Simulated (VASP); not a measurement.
# SbW2 (Fm-3m) in VASP: a series of runs

The runs below take SbW2 through band structure, with r2SCAN.

Everything below comes from runs of VASP 6.6.1. Logs are shortened: lines on timing, memory, paths and dates and some standing lists are left out, and cuts for length are marked.

## 1. The structure

Symmetry: Fm-3m, No. 225, cubic system. Conventional cell: a = 6.266 Å, b = 6.266 Å, c = 6.266 Å, α = 90.00°, β = 90.00°, γ = 90.00°. Sb (site symmetry m-3m) has 8 W at 2.71 Å as nearest neighbours. W (site symmetry -43m) is surrounded by 4 Sb at 2.71 Å.

The cell was built by a generator and needn't be a form met in nature.

## 2. Band structure, r2SCAN, spin-orbit coupling, no magnetisation

Contents of INCAR:

```
PREC = Accurate ; ENCUT = 520
EDIFF = 1E-7 ; ISMEAR = -1
SIGMA = 0.05 ; LREAL = False
LASPH = True ; NELM = 100
ALGO = Normal ; ISIF = 2
LWAVE = False ; LCHARG = False
MAGMOM = 0 0 0 0 0 0 0 0 0 ; LORBIT = 11
LSORBIT = True ; GGA_COMPAT = False
LMAXMIX = 4 ; METAGGA = R2SCAN
LMIXTAU = True ; NBANDS = 46
```

Contents of KPOINTS:

```
Automatic mesh
0
Gamma
  5 5 5
```

Contents of POSCAR:

```
SbW2
1.0
    0.0000000000      3.1330100000      3.1330100000
    3.1330100000      0.0000000000      3.1330100000
    3.1330100000      3.1330100000      0.0000000000
Sb W
1 2
Direct
    0.5000000000      0.5000000000      0.5000000000
    0.2500000000      0.2500000000      0.2500000000
    0.7500000000      0.7500000000      0.7500000000
```

Contents of KPOINTS_OPT:

```
path GXWKGLUWLK,UX
20
line-mode
reciprocal
 0.0000000000  0.0000000000  0.0000000000  G
 0.5000000000  0.0000000000  0.5000000000  X

 0.5000000000  0.0000000000  0.5000000000  X
 0.5000000000  0.2500000000  0.7500000000  W

 0.5000000000  0.2500000000  0.7500000000  W
 0.3750000000  0.3750000000  0.7500000000  K

 0.3750000000  0.3750000000  0.7500000000  K
 0.0000000000  0.0000000000  0.0000000000  G

 0.0000000000  0.0000000000  0.0000000000  G
 0.5000000000  0.5000000000  0.5000000000  L

 0.5000000000  0.5000000000  0.5000000000  L
 0.6250000000  0.2500000000  0.6250000000  U

 0.6250000000  0.2500000000  0.6250000000  U
 0.5000000000  0.2500000000  0.7500000000  W

 0.5000000000  0.2500000000  0.7500000000  W
 0.5000000000  0.5000000000  0.5000000000  L

 0.5000000000  0.5000000000  0.5000000000  L
 0.3750000000  0.3750000000  0.7500000000  K

 0.6250000000  0.2500000000  0.6250000000  U
 0.5000000000  0.0000000000  0.5000000000  X
```

Potentials or basis: VASP PAW PBE potentials, release 64 (Sb, W_sv).

On the command line:

```console
cat potpaw_PBE.64/Sb/POTCAR potpaw_PBE.64/W_sv/POTCAR > POTCAR
mpirun -np 1 vasp_ncl > vasp.out
```

OUTCAR:

```text
PREC = Accurate
   ENCUT = 520
   EDIFF = 1E-7
   ISMEAR = -1
   LREAL = False
   LASPH = True
   NELM = 100
   ISIF = 2
   LORBIT = 11
   LSORBIT = True
   METAGGA = R2SCAN

 ion  position               nearest neighbor table
   1  0.500  0.500  0.500-   2 2.71   2 2.71   2 2.71   3 2.71   3 2.71   3 2.71   3 2.71   2 2.71

   2  0.250  0.250  0.250-   1 2.71   1 2.71   1 2.71   1 2.71   3 3.13   3 3.13   3 3.13   3 3.13
                             3 3.13   3 3.13
   3  0.750  0.750  0.750-   1 2.71   1 2.71   1 2.71   1 2.71   2 3.13   2 3.13   2 3.13   2 3.13
                             2 3.13   2 3.13

  LATTYP: Found a face centered cubic cell.
 ALAT       =     6.2660200000

  Lattice vectors:

 A1 = (   0.0000000000,   3.1330100000,   3.1330100000)
 A2 = (   3.1330100000,   0.0000000000,   3.1330100000)
 A3 = (   3.1330100000,   3.1330100000,   0.0000000000)

Analysis of symmetry for initial positions (statically):
=====================================================================
 Subroutine PRICEL returns:
 Original cell was already a primitive cell.

 Routine SETGRP: Setting up the symmetry group for a
 face centered cubic supercell.

 Subroutine GETGRP returns: Found 48 space group operations
 (whereof 48 operations were pure point group operations)
 out of a pool of 48 trial point group operations.

The static configuration has the point symmetry O_h .

Analysis of symmetry for dynamics (positions and initial velocities):
=====================================================================
 Subroutine PRICEL returns:
 Original cell was already a primitive cell.

 Routine SETGRP: Setting up the symmetry group for a
 face centered cubic supercell.

 Subroutine GETGRP returns: Found 48 space group operations
 (whereof 48 operations were pure point group operations)
 out of a pool of 48 trial point group operations.

The dynamic configuration has the point symmetry O_h .

Analysis of structural, dynamic, and magnetic symmetry:
=====================================================================
 Subroutine PRICEL returns:
 Original cell was already a primitive cell.

[... 641 lines left out ...]
  -------------------------------------------------------------------------------------
  Total       -0.6890976     -0.6890976     -0.6890976     -0.0000000      0.0000000     -0.0000000
  in kB      -17.9504754    -17.9504754    -17.9504754     -0.0000000      0.0000000     -0.0000000
  external PRESSURE =     -17.9504754 kB  Pullay stress =       0.0000000 kB

 VOLUME and BASIS-vectors are now :
 -----------------------------------------------------------------------------
  energy-cutoff  :      520.00
  volume of cell :       61.51
      direct lattice vectors                 reciprocal lattice vectors
     0.000000000  3.133010000  3.133010000    -0.159590937  0.159590937  0.159590937
     3.133010000  0.000000000  3.133010000     0.159590937 -0.159590937  0.159590937
     3.133010000  3.133010000  0.000000000     0.159590937  0.159590937 -0.159590937

 POSITION                                       TOTAL-FORCE (eV/Angst)
 -----------------------------------------------------------------------------------
      3.13301      3.13301      3.13301         0.000000      0.000000      0.000000
      1.56651      1.56651      1.56651         0.000000      0.000000      0.000000
      4.69951      4.69951      4.69951        -0.000000     -0.000000     -0.000000
 -----------------------------------------------------------------------------------
    total drift:                                0.000000      0.000000      0.000000

  FREE ENERGIE OF THE ION-ELECTRON SYSTEM (eV)
  ---------------------------------------------------
  free  energy   TOTEN  =      -125.4582055287 eV

  energy  without entropy=     -125.4138094771  energy(sigma->0) =     -125.43600750

 Spin-Orbit-Coupling matrix elements

 Ion:    1  E_soc:     -0.1127638
 l=   1
     0.0000000    -0.0188808    -0.0188808
    -0.0188808     0.0000000    -0.0188808
    -0.0188808    -0.0188808     0.0000000
 l=   2
     0.0000000     0.0002709     0.0000000     0.0002709    -0.0001841
     0.0002709     0.0000000    -0.0001381     0.0002709    -0.0000460
     0.0000000    -0.0001381     0.0000000    -0.0001381     0.0000000
     0.0002709     0.0002709    -0.0001381     0.0000000    -0.0000460
    -0.0001841    -0.0000460     0.0000000    -0.0000460     0.0000000
 l=   3
     0.0000000     0.0000000     0.0000000     0.0000000     0.0000000     0.0000000     0.0000000
     0.0000000     0.0000000     0.0000000     0.0000000     0.0000000     0.0000000     0.0000000
     0.0000000     0.0000000     0.0000000     0.0000000     0.0000000     0.0000000     0.0000000
     0.0000000     0.0000000     0.0000000     0.0000000     0.0000000     0.0000000     0.0000000
[... 29 lines left out ...]
 l=   2
     0.0000000    -0.0110129     0.0000000    -0.0110129    -0.0406332
    -0.0110129     0.0000000    -0.0304749    -0.0110129    -0.0101583
     0.0000000    -0.0304749     0.0000000    -0.0304749     0.0000000
    -0.0110129    -0.0110129    -0.0304749     0.0000000    -0.0101583
    -0.0406332    -0.0101583     0.0000000    -0.0101583     0.0000000
 l=   3
     0.0000000     0.0000000     0.0000000     0.0000000     0.0000000     0.0000000     0.0000000
     0.0000000     0.0000000     0.0000000     0.0000000     0.0000000     0.0000000     0.0000000
     0.0000000     0.0000000     0.0000000     0.0000000     0.0000000     0.0000000     0.0000000
     0.0000000     0.0000000     0.0000000     0.0000000     0.0000000     0.0000000     0.0000000
     0.0000000     0.0000000     0.0000000     0.0000000     0.0000000     0.0000000     0.0000000
     0.0000000     0.0000000     0.0000000     0.0000000     0.0000000     0.0000000     0.0000000
     0.0000000     0.0000000     0.0000000     0.0000000     0.0000000     0.0000000     0.0000000

 total charge

# of ion       s       p       d       tot
------------------------------------------
    1        1.028   1.466   0.160   2.654
    2        2.320   6.190   3.419  11.929
    3        2.320   6.190   3.419  11.929
--------------------------------------------------
tot          5.669  13.846   6.998  26.512

 magnetization (x)

# of ion       s       p       d       tot
------------------------------------------
    1       -0.000   0.000   0.000  -0.000
    2       -0.000   0.000   0.000  -0.000
    3        0.000   0.000   0.000   0.000
--------------------------------------------------
tot         -0.000   0.000   0.000  -0.000

 magnetization (y)

# of ion       s       p       d       tot
------------------------------------------
    1       -0.000  -0.000   0.000  -0.000
    2       -0.000   0.000   0.000  -0.000
    3        0.000   0.000   0.000   0.000
--------------------------------------------------
tot         -0.000  -0.000   0.000  -0.000

 magnetization (z)

# of ion       s       p       d       tot
------------------------------------------
    1        0.000   0.000   0.000   0.000
    2       -0.000  -0.000   0.000  -0.000
    3       -0.000  -0.000   0.000  -0.000
--------------------------------------------------
tot         -0.000  -0.000   0.000  -0.000
```

OSZICAR:

```text
N       E                     dE             d eps       ncg     rms          rms(c)
DAV:   1     0.312253052635E+03    0.31225E+03   -0.18679E+04   952   0.155E+03
DAV:   2    -0.112007278031E+03   -0.42426E+03   -0.41130E+03  1046   0.493E+02
DAV:   3    -0.133784576569E+03   -0.21777E+02   -0.20924E+02  1102   0.115E+02
DAV:   4    -0.134361621891E+03   -0.57705E+00   -0.56848E+00  1144   0.190E+01
DAV:   5    -0.134372078776E+03   -0.10457E-01   -0.10448E-01  1076   0.254E+00    0.224E+01
DAV:   6    -0.125454641759E+03    0.89174E+01   -0.52233E+00   974   0.220E+01    0.545E+00
DAV:   7    -0.125095817878E+03    0.35882E+00   -0.63215E-01  1042   0.544E+00    0.309E+00
DAV:   8    -0.125383077034E+03   -0.28726E+00   -0.45405E-01   994   0.444E+00    0.169E+00
DAV:   9    -0.125454400652E+03   -0.71324E-01   -0.55759E-02   958   0.172E+00    0.479E-01
DAV:  10    -0.125454381772E+03    0.18880E-04   -0.19027E-02   968   0.100E+00    0.187E-01
[... 199 further cycles ...]
DAV:   1    -0.882015350837E+03   -0.11412E+05      960
DAV:   2    -0.520005704314E+04   -0.43180E+04     1042
DAV:   3    -0.541373753509E+04   -0.21368E+03     1106
DAV:   4    -0.541983835207E+04   -0.61008E+01     1112
DAV:   5    -0.541994718956E+04   -0.10884E+00     1056
DAV:   6    -0.541995169737E+04   -0.45078E-02     1188
DAV:   7    -0.541995182865E+04   -0.13128E-03     1080
DAV:   8    -0.541995183386E+04   -0.52099E-05     1176
DAV:   9    -0.541995183420E+04   -0.34224E-06      754
DAV:  10    -0.541995183421E+04   -0.61918E-08      636
```

Run time: 38 min. Hardware: 1 thread of Intel Xeon Platinum 8559C (Emerald Rapids), shared host; peak memory 0.47 GiB.

Results:

```
Free energy                                           : -125.4582 eV
Pressure                                              : -1.8 GPa
Valence electrons inside the program's atomic spheres : Sb 2.65; W 11.93
```

Caveat: the PAW data sets were made with another functional, which shifts forces and pressure a little.

## 3. Band structure, r2SCAN

Contents of INCAR:

```
  ALGO = Normal
  EDIFF = 1E-7
  ENCUT = 250
  ISIF = 2
  ISMEAR = -1
  LASPH = T
  LCHARG = F
  LMAXMIX = 4
  LMIXTAU = T
  LREAL = F
  LWAVE = F
  METAGGA = R2SCAN
  NBANDS = 24
  NELM = 100
  PREC = Accurate
  SIGMA = 0.05
```

Contents of KPOINTS:

```
k-points
0
Gamma
  5 5 5
```

POSCAR is that of step 2.

KPOINTS_OPT is that of step 2.

Potentials or basis: VASP PAW PBE potentials, release 64 (Sb, W_sv).

On the command line:

```console
cat potpaw_PBE.64/Sb/POTCAR potpaw_PBE.64/W_sv/POTCAR > POTCAR
mpirun -np 1 vasp_std > vasp.out
```

OUTCAR:

```text
EDIFF = 1E-7
   ENCUT = 250
   ISIF = 2
   ISMEAR = -1
   LASPH = T
   LREAL = F
   METAGGA = R2SCAN
   NELM = 100
   PREC = Accurate

 ion  position               nearest neighbor table
   1  0.500  0.500  0.500-   2 2.71   2 2.71   2 2.71   3 2.71   3 2.71   3 2.71   3 2.71   2 2.71

   2  0.250  0.250  0.250-   1 2.71   1 2.71   1 2.71   1 2.71   3 3.13   3 3.13   3 3.13   3 3.13
                             3 3.13   3 3.13
   3  0.750  0.750  0.750-   1 2.71   1 2.71   1 2.71   1 2.71   2 3.13   2 3.13   2 3.13   2 3.13
                             2 3.13   2 3.13

  LATTYP: Found a face centered cubic cell.
 ALAT       =     6.2660200000

  Lattice vectors:

 A1 = (   0.0000000000,   3.1330100000,   3.1330100000)
 A2 = (   3.1330100000,   0.0000000000,   3.1330100000)
 A3 = (   3.1330100000,   3.1330100000,   0.0000000000)

Analysis of symmetry for initial positions (statically):
=====================================================================
 Subroutine PRICEL returns:
 Original cell was already a primitive cell.

 Routine SETGRP: Setting up the symmetry group for a
 face centered cubic supercell.

[... 149 lines left out ...]
  free energy    TOTEN  =      -123.73038338 eV

  energy without entropy =     -123.68193256  energy(sigma->0) =     -123.70615797

 E-fermi :   9.2322     XC(G=0): -12.6056

 val. band max:        9.2088078579   @ k =  -0.4000   0.4000   0.2000
 cond. band min:       9.2640252592   @ k =  -0.4000   0.4000   0.0000
 fundamental gap:      0.0552174013
 Fermi energy:         9.2322012739

 k-point     1 :       0.0000    0.0000    0.0000
  band No.  band energies     occupation
      1     -66.6996      2.00000
      2     -66.6656      2.00000
      3     -30.3920      2.00000
      4     -30.3920      2.00000
      5     -30.3920      2.00000
      6     -30.1857      2.00000
[... 259 lines left out ...]
     23      15.8563      0.00000
     24      16.2882      0.00000

------------------------ aborting loop because EDIFF is reached ----------------------------------------

  FORCE on cell =-STRESS in cart. coord.  units (eV):
  Direction    XX          YY          ZZ          XY          YZ          ZX
  --------------------------------------------------------------------------------------
  -------------------------------------------------------------------------------------
  Total       -0.8613198     -0.8613198     -0.8613198      0.0000000      0.0000000     -0.0000000
  in kB      -22.4367351    -22.4367351    -22.4367351      0.0000000      0.0000000     -0.0000000
  external PRESSURE =     -22.4367351 kB  Pullay stress =       0.0000000 kB

 VOLUME and BASIS-vectors are now :
 -----------------------------------------------------------------------------
  energy-cutoff  :      250.00
  volume of cell :       61.51
      direct lattice vectors                 reciprocal lattice vectors
     0.000000000  3.133010000  3.133010000    -0.159590937  0.159590937  0.159590937
     3.133010000  0.000000000  3.133010000     0.159590937 -0.159590937  0.159590937
     3.133010000  3.133010000  0.000000000     0.159590937  0.159590937 -0.159590937

 POSITION                                       TOTAL-FORCE (eV/Angst)
 -----------------------------------------------------------------------------------
      3.13301      3.13301      3.13301        -0.000000      0.000000     -0.000000
      1.56651      1.56651      1.56651         0.000000     -0.000000      0.000000
      4.69951      4.69951      4.69951        -0.000000      0.000000     -0.000000
 -----------------------------------------------------------------------------------
    total drift:                                0.000000      0.000000      0.000000

  FREE ENERGIE OF THE ION-ELECTRON SYSTEM (eV)
  ---------------------------------------------------
  free  energy   TOTEN  =      -123.7303833831 eV

  energy  without entropy=     -123.6819325567  energy(sigma->0) =     -123.70615797
```

OSZICAR:

```text
N       E                     dE             d eps       ncg     rms          rms(c)
DAV:   1     0.130498577397E+03    0.13050E+03   -0.13744E+04   552   0.888E+02
DAV:   2    -0.125316027025E+03   -0.25581E+03   -0.24714E+03   568   0.325E+02
DAV:   3    -0.132512450623E+03   -0.71964E+01   -0.70784E+01   592   0.605E+01
DAV:   4    -0.132601297043E+03   -0.88846E-01   -0.88814E-01   528   0.748E+00
DAV:   5    -0.132603383577E+03   -0.20865E-02   -0.20865E-02   600   0.108E+00    0.220E+01
DAV:   6    -0.123738113592E+03    0.88653E+01   -0.48979E+00   512   0.204E+01    0.522E+00
DAV:   7    -0.123429342795E+03    0.30877E+00   -0.55030E-01   568   0.431E+00    0.262E+00
DAV:   8    -0.124052633684E+03   -0.62329E+00   -0.48261E-01   520   0.470E+00    0.700E-01
DAV:   9    -0.123698765943E+03    0.35387E+00   -0.29925E-01   496   0.365E+00    0.435E-01
DAV:  10    -0.123713839047E+03   -0.15073E-01   -0.65970E-02   496   0.151E+00    0.309E-01
[... 208 further cycles ...]
DAV:   1    -0.280671253745E+04   -0.10378E+05      568
DAV:   2    -0.537356409176E+04   -0.25669E+04      560
DAV:   3    -0.544882119915E+04   -0.75257E+02      616
DAV:   4    -0.544985249539E+04   -0.10313E+01      512
DAV:   5    -0.544987412296E+04   -0.21628E-01      584
DAV:   6    -0.544987504023E+04   -0.91727E-03      584
DAV:   7    -0.544987508412E+04   -0.43890E-04      592
DAV:   8    -0.544987508675E+04   -0.26278E-05      480
DAV:   9    -0.544987508692E+04   -0.17116E-06      496
DAV:  10    -0.544987508693E+04   -0.91995E-08      256
```

It took 1.7 min on 1 thread of Intel Xeon Platinum 8559C (Emerald Rapids), shared host; peak memory 0.14 GiB.

These settings aren't checked as converged (typed here: ENCUT = 250; k = 5 × 5 × 5): the numbers below hold their error.

Results:

* Free energy: -123.7304 eV
* Band gap along the path: none (metal or under the smearing width)

Caveat: the cutoff is under 1.25 times the usual one of these potentials, so pressure, stress and relaxed cells hold a basis-set (Pulay) error; the PAW data sets were made with another functional, which shifts forces and pressure a little; spin-orbit coupling is left out, which moves the levels of the heavy elements.

## 4. For comparison

An earlier run on the cell as given: functional PBE; potentials or basis VASP PAW PBE potentials, release 64 (Sb, W_sv); cutoff 520 eV; k mesh 7 × 7 × 7; occupations fermi-dirac, width 0.05 eV; no spin polarisation.

- Pressure: 0.2 GPa
- Band gap on the k mesh: none (metal or under the smearing width)
